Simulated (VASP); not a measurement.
These are PBE GGA, VASP's PBE PAW potentials (set 64) (plane waves; VASP) values and carry that method's errors.

VASP ran on this input.

INCAR:
```
ALGO = Fast
EDIFF = 1E-5
EDIFFG = -0.03
ENCUT = 400
GGA = PE
IBRION = 2
ISIF = 2
ISMEAR = 0
ISYM = 0
LASPH = .True.
LCHARG = .False.
LREAL = Auto
LWAVE = .False.
NELECT = 256.0
NELM = 100
NELMIN = 4
NSW = 60
PREC = Normal
SIGMA = 0.05
SYSTEM = MgSi63
```

File POSCAR:
```
MgSi63
1
   10.9370747000     0.0000000000     0.0000000000
    0.0000000000    10.9370747000     0.0000000000
   -0.0000000000    -0.0000000000    10.9370747000
Si Mg
63 1
Direct
  0.5000000000   0.0000000000   0.0000000000
  0.6250000000   0.1250000000   0.1250000000
  0.7500000000   0.2500000000   0.0000000000
  0.8750000000   0.3750000000   0.1250000000
  0.7500000000   0.0000000000   0.2500000000
  0.8750000000   0.1250000000   0.3750000000
  0.0000000000   0.0000000000   0.0000000000
  0.1250000000   0.1250000000   0.1250000000
  0.2500000000   0.2500000000   0.0000000000
  0.3750000000   0.3750000000   0.1250000000
  0.5000000000   0.5000000000   0.0000000000
  0.6250000000   0.6250000000   0.1250000000
  0.7500000000   0.7500000000   0.0000000000
  0.8750000000   0.8750000000   0.1250000000
  0.2500000000   0.0000000000   0.2500000000
  0.3750000000   0.1250000000   0.3750000000
  0.5000000000   0.2500000000   0.2500000000
  0.6254290000   0.3793020000   0.3786580000
  0.7500000000   0.5000000000   0.2500000000
  0.8750000000   0.6250000000   0.3750000000
  0.5000000000   0.0000000000   0.5000000000
  0.6250000000   0.1250000000   0.6250000000
  0.7500000000   0.2500000000   0.5000000000
  0.8750000000   0.3750000000   0.6250000000
  0.7500000000   0.0000000000   0.7500000000
  0.8750000000   0.1250000000   0.8750000000
  0.0000000000   0.5000000000   0.0000000000
  0.1250000000   0.6250000000   0.1250000000
  0.2500000000   0.7500000000   0.0000000000
  0.3750000000   0.8750000000   0.1250000000
  0.0000000000   0.2500000000   0.2500000000
  0.1250000000   0.3750000000   0.3750000000
  0.2500000000   0.5000000000   0.2500000000
  0.3759740000   0.6267570000   0.3753710000
  0.5000000000   0.7500000000   0.2500000000
  0.6250000000   0.8750000000   0.3750000000
  0.0000000000   0.0000000000   0.5000000000
  0.1250000000   0.1250000000   0.6250000000
  0.2500000000   0.2500000000   0.5000000000
  0.3761170000   0.3793120000   0.6265250000
  0.6228090000   0.6212300000   0.6266010000
  0.7500000000   0.7500000000   0.5000000000
  0.8750000000   0.8750000000   0.6250000000
  0.2500000000   0.0000000000   0.7500000000
  0.3750000000   0.1250000000   0.8750000000
  0.5000000000   0.2500000000   0.7500000000
  0.6250000000   0.3750000000   0.8750000000
  0.7500000000   0.5000000000   0.7500000000
  0.8750000000   0.6250000000   0.8750000000
  0.0000000000   0.7500000000   0.2500000000
  0.1250000000   0.8750000000   0.3750000000
  0.0000000000   0.5000000000   0.5000000000
  0.1250000000   0.6250000000   0.6250000000
  0.2500000000   0.7500000000   0.5000000000
  0.3750000000   0.8750000000   0.6250000000
  0.0000000000   0.2500000000   0.7500000000
  0.1250000000   0.3750000000   0.8750000000
  0.2500000000   0.5000000000   0.7500000000
  0.3750000000   0.6250000000   0.8750000000
  0.5000000000   0.7500000000   0.7500000000
  0.6250000000   0.8750000000   0.8750000000
  0.0000000000   0.7500000000   0.7500000000
  0.1250000000   0.8750000000   0.8750000000
  0.4995110000   0.4974630000   0.5035510000
```

KPOINTS:
```
Automatic mesh
0
Gamma
1 1 1
0 0 0
```

POTCAR, in this order: Si Mg (PBE.64 set). Program: vasp_gam.

The run wrote:

File OSZICAR:
```
       N       E                     dE             d eps       ncg     rms          rms(c)
DAV:   1     0.116547450962E+04    0.11655E+04   -0.95954E+04   322   0.113E+03
DAV:   2    -0.181312664034E+03   -0.13468E+04   -0.12874E+04   428   0.203E+02
DAV:   3    -0.324352240749E+03   -0.14304E+03   -0.13472E+03   396   0.591E+01
DAV:   4    -0.328995839046E+03   -0.46436E+01   -0.46100E+01   380   0.127E+01
DAV:   5    -0.329135097841E+03   -0.13926E+00   -0.13875E+00   380   0.232E+00    0.274E+01
RMM:   6    -0.323720491098E+03    0.54146E+01   -0.37351E+00   322   0.284E+00    0.167E+01
RMM:   7    -0.321869824424E+03    0.18507E+01   -0.91036E+00   334   0.438E+00    0.195E+00
RMM:   8    -0.321977339178E+03   -0.10751E+00   -0.82437E-01   336   0.162E+00    0.222E+00
RMM:   9    -0.321833928740E+03    0.14341E+00   -0.17023E-01   326   0.723E-01    0.185E+00
RMM:  10    -0.321791648455E+03    0.42280E-01   -0.43789E-01   334   0.707E-01    0.164E+00
RMM:  11    -0.321793401160E+03   -0.17527E-02   -0.26382E-02   322   0.305E-01    0.138E+00
RMM:  12    -0.321795833718E+03   -0.24326E-02   -0.13760E-02   322   0.178E-01    0.110E+00
RMM:  13    -0.321798692622E+03   -0.28589E-02   -0.10487E-02   332   0.146E-01    0.813E-01
RMM:  14    -0.321800968692E+03   -0.22761E-02   -0.71204E-03   334   0.130E-01    0.366E-01
RMM:  15    -0.321801076047E+03   -0.10735E-03   -0.29085E-03   334   0.725E-02    0.259E-01
RMM:  16    -0.321801115896E+03   -0.39849E-04   -0.52648E-04   339   0.362E-02    0.223E-01
RMM:  17    -0.321801141736E+03   -0.25839E-04   -0.13592E-04   285   0.180E-02    0.190E-01
RMM:  18    -0.321801206726E+03   -0.64990E-04   -0.33399E-04   348   0.272E-02    0.667E-02
RMM:  19    -0.321801192373E+03    0.14353E-04   -0.91171E-05   288   0.131E-02    0.468E-02
RMM:  20    -0.321801194516E+03   -0.21423E-05   -0.81957E-06   195   0.595E-03
   1 F= -.32180119E+03 E0= -.32180119E+03  d E =-.321801E+03
       N       E                     dE             d eps       ncg     rms          rms(c)
DAV:   1    -0.322361443288E+03   -0.56025E+00   -0.12802E+01   364   0.538E+00    0.162E+00
RMM:   2    -0.322388863310E+03   -0.27420E-01   -0.59859E-01   322   0.153E+00    0.573E-01
RMM:   3    -0.322389005069E+03   -0.14176E-03   -0.11024E-01   322   0.685E-01    0.263E-01
RMM:   4    -0.322391008146E+03   -0.20031E-02   -0.24487E-02   331   0.297E-01    0.198E-01
RMM:   5    -0.322391325927E+03   -0.31778E-03   -0.45123E-03   338   0.136E-01    0.347E-02
RMM:   6    -0.322391386687E+03   -0.60759E-04   -0.11486E-03   344   0.648E-02    0.273E-02
RMM:   7    -0.322391405421E+03   -0.18735E-04   -0.27247E-04   331   0.286E-02    0.849E-03
RMM:   8    -0.322391407649E+03   -0.22274E-05   -0.44011E-05   236   0.127E-02
   2 F= -.32239141E+03 E0= -.32239141E+03  d E =-.590213E+00
       N       E                     dE             d eps       ncg     rms          rms(c)
DAV:   1    -0.322451375934E+03   -0.59971E-01   -0.33487E+00   364   0.280E+00    0.793E-01
RMM:   2    -0.322457267190E+03   -0.58913E-02   -0.15892E-01   322   0.802E-01    0.288E-01
RMM:   3    -0.322457166824E+03    0.10037E-03   -0.30323E-02   322   0.359E-01    0.143E-01
RMM:   4    -0.322457692113E+03   -0.52529E-03   -0.60381E-03   331   0.155E-01    0.111E-01
RMM:   5    -0.322457785063E+03   -0.92951E-04   -0.11555E-03   335   0.713E-02    0.230E-02
RMM:   6    -0.322457792712E+03   -0.76487E-05   -0.31831E-04   326   0.344E-02    0.149E-02
RMM:   7    -0.322457799475E+03   -0.67634E-05   -0.83907E-05   268   0.158E-02
   3 F= -.32245780E+03 E0= -.32245779E+03  d E =-.656605E+00
       N       E                     dE             d eps       ncg     rms          rms(c)
DAV:   1    -0.322513985286E+03   -0.56193E-01   -0.13704E+00   348   0.212E+00    0.586E-01
RMM:   2    -0.322519767578E+03   -0.57823E-02   -0.73038E-02   323   0.571E-01    0.216E-01
RMM:   3    -0.322520486260E+03   -0.71868E-03   -0.12309E-02   324   0.265E-01    0.103E-01
RMM:   4    -0.322520705466E+03   -0.21921E-03   -0.27385E-03   343   0.120E-01    0.650E-02
RMM:   5    -0.322520730688E+03   -0.25221E-04   -0.43619E-04   332   0.503E-02    0.112E-02
RMM:   6    -0.322520742594E+03   -0.11907E-04   -0.11819E-04   310   0.243E-02    0.851E-03
RMM:   7    -0.322520744280E+03   -0.16855E-05   -0.21674E-05   209   0.101E-02
   4 F= -.32252074E+03 E0= -.32252074E+03  d E =-.629448E-01
       N       E                     dE             d eps       ncg     rms          rms(c)
DAV:   1    -0.322524175155E+03   -0.34326E-02   -0.17969E-01   364   0.766E-01    0.213E-01
RMM:   2    -0.322524920975E+03   -0.74582E-03   -0.95322E-03   323   0.207E-01    0.777E-02
RMM:   3    -0.322525012537E+03   -0.91562E-04   -0.16056E-03   323   0.960E-02    0.371E-02
RMM:   4    -0.322525044313E+03   -0.31776E-04   -0.38220E-04   343   0.440E-02    0.246E-02
RMM:   5    -0.322525047573E+03   -0.32603E-05   -0.58326E-05   262   0.182E-02
   5 F= -.32252505E+03 E0= -.32252504E+03  d E =-.672481E-01
       N       E                     dE             d eps       ncg     rms          rms(c)
DAV:   1    -0.322535415305E+03   -0.10371E-01   -0.28498E-01   348   0.102E+00    0.279E-01
RMM:   2    -0.322536641083E+03   -0.12258E-02   -0.14906E-02   322   0.273E-01    0.103E-01
RMM:   3    -0.322536812084E+03   -0.17100E-03   -0.25308E-03   325   0.126E-01    0.485E-02
RMM:   4    -0.322536844528E+03   -0.32445E-04   -0.47353E-04   334   0.558E-02    0.253E-02
RMM:   5    -0.322536851610E+03   -0.70821E-05   -0.93548E-05   316   0.245E-02
   6 F= -.32253685E+03 E0= -.32253684E+03  d E =-.118040E-01
       N       E                     dE             d eps       ncg     rms          rms(c)
DAV:   1    -0.322537380702E+03   -0.53617E-03   -0.25401E-02   364   0.303E-01    0.827E-02
RMM:   2    -0.322537494970E+03   -0.11427E-03   -0.13621E-03   322   0.828E-02    0.304E-02
RMM:   3    -0.322537512739E+03   -0.17769E-04   -0.24108E-04   327   0.386E-02    0.153E-02
RMM:   4    -0.322537515508E+03   -0.27689E-05   -0.42327E-05   252   0.171E-02
   7 F= -.32253752E+03 E0= -.32253751E+03  d E =-.124679E-01
       N       E                     dE             d eps       ncg     rms          rms(c)
DAV:   1    -0.322539864355E+03   -0.23516E-02   -0.62429E-02   346   0.472E-01    0.129E-01
RMM:   2    -0.322540126696E+03   -0.26234E-03   -0.33001E-03   322   0.130E-01    0.499E-02
RMM:   3    -0.322540150603E+03   -0.23907E-04   -0.59543E-04   323   0.601E-02    0.224E-02
RMM:   4    -0.322540160033E+03   -0.94304E-05   -0.12437E-04   332   0.272E-02    0.130E-02
RMM:   5    -0.322540161508E+03   -0.14750E-05   -0.20995E-05   200   0.115E-02
   8 F= -.32254016E+03 E0= -.32254015E+03  d E =-.264600E-02
```

### OUTCAR
```
------------------------ aborting loop because EDIFF is reached ----------------------------------------
  FORCE on cell =-STRESS in cart. coord.  units (eV):
  Direction    XX          YY          ZZ          XY          YZ          ZX
  --------------------------------------------------------------------------------------
  Total       31.9806803     31.8974397     32.0067089     -0.0343316      0.0017113     -0.0620640
  in kB       39.1646946     39.0627553     39.1965703     -0.0420437      0.0020957     -0.0760058
  external PRESSURE =      39.1413401 kB  Pullay stress =       0.0000000 kB
  volume of cell :     1308.29
      direct lattice vectors                 reciprocal lattice vectors
    10.937074700  0.000000000  0.000000000     0.091432127  0.000000000  0.000000000
     0.000000000 10.937074700  0.000000000     0.000000000  0.091432127  0.000000000
     0.000000000  0.000000000 10.937074700     0.000000000  0.000000000  0.091432127
 POSITION                                       TOTAL-FORCE (eV/Angst)
 -----------------------------------------------------------------------------------
      5.46836      0.00247      0.00332        -0.003467      0.001359      0.003460
      6.81741      1.35495      1.35768         0.018833     -0.009519     -0.006236
      8.19784      2.73734      0.00471         0.010557     -0.006657     -0.010399
      9.58223      4.11842      1.35549         0.001212     -0.014470      0.000234
      8.19786      0.00241      2.74083         0.011557     -0.001289     -0.005062
      9.58435      1.35450      4.11855         0.009643     -0.008926     -0.014347
     10.93671     10.93660      0.00001        -0.001499      0.005721      0.000784
      1.37012      1.36983      1.36951         0.012857      0.004122      0.008907
      2.74086      2.73985     10.93525        -0.010275     -0.007665      0.003074
      4.10764      4.10644      1.37976         0.002626     -0.001617      0.001668
      5.46782      5.46774      0.00170         0.000152      0.001936     -0.000356
      6.83102      6.83045      1.37565        -0.000351     -0.002028      0.004915
      8.19747      8.19733     10.93301         0.005897      0.009759      0.003609
      9.56660      9.56700      1.36961        -0.008267     -0.013413      0.011278
      2.74150      0.00020      2.74162        -0.007366      0.005014     -0.003412
      4.10925      1.38152      4.10695         0.005999      0.006336      0.006815
      5.49651      2.72445      2.72280         0.015602     -0.012178     -0.008710
      6.92001      4.02737      4.02568        -0.009653     -0.007130     -0.000415
      8.22074      5.44861      2.71855        -0.004290     -0.021380      0.005556
      9.56133      6.83221      4.10747        -0.003746     -0.006436      0.003418
      5.46827      0.00062      5.46840         0.000020     -0.000127      0.001193
      6.83073      1.37779      6.82953        -0.000958      0.001932     -0.003434
      8.22064      2.71854      5.44629         0.002886      0.003162     -0.021546
      9.56236      4.10573      6.83142        -0.008397      0.003712     -0.001764
      8.19672     10.93469      8.19678         0.008173      0.012480      0.013872
      9.56792      1.36982      9.56648        -0.005437      0.007014     -0.009237
     10.93649      5.46850      0.00535        -0.006157      0.000273      0.001024
      1.35462      6.81673      1.35685        -0.007936      0.023424     -0.009132
      2.73822      8.19845      0.00490        -0.009336      0.011479     -0.005117
      4.11876      9.58491      1.35502        -0.019372      0.004323     -0.005631
     10.93633      2.74069      2.73974         0.005316     -0.012019     -0.008670
      1.37937      4.10834      4.10654        -0.001176      0.004298      0.002786
      2.72128      5.49339      2.71974        -0.001742      0.015087     -0.001271
      4.02003      6.92398      4.01722         0.007934     -0.008709      0.008162
      5.44866      8.22175      2.71606        -0.020161     -0.002102      0.005489
      6.83166      9.55986      4.10860        -0.005394     -0.004139      0.001902
     10.93408     10.93582      5.46909        -0.004900      0.004229     -0.001741
      1.35404      1.35279      6.81670        -0.008778     -0.013397      0.014185
      2.71824      2.71973      5.49291        -0.014008     -0.013383      0.012919
      4.00604      4.01490      6.93393         0.003734     -0.006397     -0.008869
      6.91770      6.91386      6.92801        -0.000827      0.003990     -0.005343
      8.21461      8.21308      5.49480         0.009202      0.012459      0.011358
      9.57931      9.58161      6.81703         0.002859     -0.001082      0.020323
      2.74039      0.00349      8.19738        -0.006792     -0.002921      0.010694
      4.12043      1.35432      9.58376        -0.012579     -0.005172      0.005390
      5.44752      2.71836      8.22123        -0.015865     -0.002783      0.005784
      6.83184      4.10574      9.56394        -0.001891      0.007669     -0.007612
      8.22272      5.48851      8.22432        -0.000567      0.024618     -0.001304
      9.58652      6.81829      9.58505         0.005909      0.012676      0.003803
      0.00371      8.19872      2.74011        -0.001391      0.014368     -0.004942
      1.35375      9.58599      4.11989        -0.010817      0.006816     -0.017981
      0.00048      5.46826      5.46818        -0.001170      0.002886      0.000952
      1.37512      6.83263      6.82931         0.010246     -0.005622      0.001805
      2.71727      8.22106      5.44551        -0.001158      0.002772     -0.019129
      4.10661      9.56033      6.83104         0.007440     -0.006551      0.000049
      0.00539      2.73943      8.19755        -0.006951     -0.004023      0.012277
      1.35134      4.11966      9.58831         0.000435     -0.008887      0.004213
      2.71130      5.45131      8.22681         0.008514     -0.024957     -0.005825
      4.10652      6.83334      9.56414         0.003521     -0.008071     -0.009020
      5.49126      8.22061      8.22260         0.022218      0.009963      0.004815
      6.81767      9.58694      9.58529         0.013984      0.001060      0.005239
     10.93359      8.19892      8.19670         0.008809      0.009604      0.009619
      1.36972      9.56820      9.56697         0.005425     -0.006454     -0.001336
      5.45684      5.46439      5.48169         0.001115      0.014964     -0.013729
 -----------------------------------------------------------------------------------
    total drift:                               -0.006840      0.026866      0.032983
  FREE ENERGIE OF THE ION-ELECTRON SYSTEM (eV)
  ---------------------------------------------------
  free  energy   TOTEN  =      -322.5401615080 eV

  energy  without entropy=     -322.5401438110  energy(sigma->0) =     -322.54015266

 reached required accuracy - stopping structural energy minimisation
```
(Selected blocks of OUTCAR.)

**CONTCAR**
```
MgSi63
   1.00000000000000
    10.9370747000000001    0.0000000000000000    0.0000000000000000
     0.0000000000000000   10.9370747000000001    0.0000000000000000
     0.0000000000000000    0.0000000000000000   10.9370747000000001
  Si              Mg
    63     1
Direct
     0.4999836280418833    0.0002255647873341    0.0003035513891348
     0.6233303024928275    0.1238856052950263    0.1241357902614897
     0.7495459060851587    0.2502807778081585    0.0004306251412971
     0.8761235903566745    0.3765554609408792    0.1239348933073222
     0.7495479307616596    0.0002206654854648    0.2506000766960907
     0.8763176781371262    0.1238452495784052    0.3765676670153332
     0.9999670540646501    0.9999563169916905    0.0000010987639587
     0.1252727623056057    0.1252465535513697    0.1252175131067362
     0.2506023632268395    0.2505105490707685    0.9998329128383583
     0.3755704557536249    0.3754604519144053    0.1261540557406647
     0.4999347763981072    0.4999269455525486    0.0001555970368811
     0.6245747572716247    0.6245223841441688    0.1257787997511945
     0.7495119678312342    0.7494994206355799    0.9996286919865240
     0.8746948216905316    0.8747314562552749    0.1252264528946302
     0.2506608187247275    0.0000181696463919    0.2506723462968366
     0.3757175209961307    0.1263155851884077    0.3755070880800246
     0.5025579409025404    0.2491023958048847    0.2489515390931422
     0.6327109449462106    0.3682308793337599    0.3680768910468624
     0.7516394447878961    0.4981784158749410    0.2485626526076782
     0.8742131317916852    0.6246831677140344    0.3755545376737706
     0.4999753897591750    0.0000569977874065    0.4999871085483008
     0.6245482835685994    0.1259745750444926    0.6244385571850758
     0.7516310364300771    0.2485621504450007    0.4979654818611590
     0.8743070670430826    0.3753953909979537    0.6246112043634275
     0.7494437571312424    0.9997816583709570    0.7494487216183691
     0.8748149833799705    0.1252459652425102    0.8746840302353878
     0.9999460974296391    0.4999963505572530    0.0004889872022181
     0.1238559444004034    0.6232685346382345    0.1240595045655582
     0.2503610715540740    0.7496021613787685    0.0004484241937845
     0.3765866175625578    0.8763683051548709    0.1238922604115270
     0.9999321466049382    0.2505869465119442    0.2505004624124330
     0.1261191406146727    0.3756340008044718    0.3754692977580412
     0.2488124228267169    0.5022727112623360    0.2486716655222374
     0.3675602238887539    0.6330744150971644    0.3673030563777920
     0.4981826073793878    0.7517317724649946    0.2483349676551637
     0.6246328917079016    0.8740780594472273    0.3756582694920029
     0.9997258892809731    0.9998852150333990    0.5000509838164023
     0.1238026920247980    0.1236880699368708    0.6232650694366194
     0.2485347636383994    0.2486709911477031    0.5022282259272730
     0.3662803234387202    0.3670904462203745    0.6339838246104510
     0.6324998017866311    0.6321490319656259    0.6334430443172016
     0.7510796239569961    0.7509390029484430    0.5024013259658249
     0.8758562427493305    0.8760667538496670    0.6232955125582689
     0.2505596114443548    0.0003194611975004    0.7495040668396976
     0.3767398104415503    0.1238279221146149    0.8762635976743403
     0.4980787084843979    0.2485456118012297    0.7516847606182168
     0.6246498098188145    0.3753969950376511    0.8744514176167180
     0.7518206231840898    0.5018262868112578    0.7519668160201912
     0.8765163414851378    0.6234109320602065    0.8763819614220305
     0.0003395052012449    0.7496264688577123    0.2505337022640088
     0.1237763186226499    0.8764677323545196    0.3766904550865837
     0.0000443317322839    0.4999747509403682    0.4999677308340167
     0.1257299524851309    0.6247222207518012    0.6244180316483042
     0.2484456145425533    0.7516688359925461    0.4978942262259018
     0.3754764872997881    0.8741212085306264    0.6245765058909755
     0.0004926722642716    0.2504717721529225    0.7495198082375967
     0.1235554600478544    0.3766691327484459    0.8766795700740310
     0.2479002174077287    0.4984245513066194    0.7521943055395364
     0.3754682780083596    0.6247866105253567    0.8744699913717892
     0.5020773560254526    0.7516276150662075    0.7518098431223088
     0.6233536591350137    0.8765542339439906    0.8764037206441573
     0.9996813501158457    0.7496447330502916    0.7494415059239428
     0.1252362945480203    0.8748410526841767    0.8747288466738531
     0.4989307829816697    0.4996203501907924    0.5012023695093568
```

The cell is charged, with a uniform compensating background. The supercell is sampled at Γ alone, which is coarse: total energies, pressure and levels can be off, energies of defects by several tenths of an eV.

The cell is a supercell with a defect, built from Si (diamond): Mg_Si, charge -2. The run is not spin-polarised, so no state with unpaired spins was tried.
